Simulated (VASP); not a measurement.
Input:

```
CELL_PARAMETERS angstrom
      0.00000     1.77992     1.77992
      1.77992     0.00000     1.77992
      1.77992     1.77992     0.00000
ATOMIC_POSITIONS crystal
  Cu 0.00000 0.00000 0.00000
```

Computed with revTPSS meta-GGA, VASP's PBE PAW potentials (set 64) (plane waves; VASP). Run with 520 eV cut-off, 20×20×20 Γ-centred mesh, tetrahedra with Blöchl corrections, potentials Cu.

**Question.** The job: Cu (fcc), 1 atom, revTPSS, static run, 520 eV, 20×20×20 Γ-centred mesh. Roughly how much core time does it take on a busy server core?

**Answer.** About 5 core-minutes (one run on a shared machine, a rough figure). It had 256 irreducible k-points, 9 bands, up to 318 plane waves and 19 electronic steps.

The compound is Cu in the fcc structure. It was relaxed first.
